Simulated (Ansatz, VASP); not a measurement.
PIr2 in VASP and in Ansatz

```
P Ir
1.0
     0.00000    2.79517    2.76750
     2.79517    0.00000    2.76750
     2.79517    2.79517    0.00000
P Ir
1 2
Cartesian
  0.0000 0.0000 0.0000
  1.3976 1.3976 1.3838
  4.1928 4.1928 4.1513
```

Change from the starting cell: equal xx and yy strain of +1 %.

Alike in both runs: task single point; functional LDA; k mesh 11 × 11 × 11; occupations fermi-dirac, width 0.05 eV; no spin polarisation.

```csv
,VASP,Ansatz
version,VASP 6.6.1,Ansatz 0.2.0
potentials or method,"VASP PAW LDA potentials, release 64 (P, Ir), cutoff 520 eV","all-electron LAPW, scalar-relativistic"
```

Ansatz gave:

| Item | Value |
| --- | --- |
| pressure (GPa) | -10.3 |
| largest component of the traceless stress (GPa) | 3.02 |

What did VASP give for the same quantities?

Pressure (GPa): -8.6; largest component of the traceless stress (GPa): 3.06.

Ansatz ran all-electron here, so the differences hold the error of VASP's frozen core and of both bases.

Spin-orbit coupling is left out, which matters for the levels of Ir.
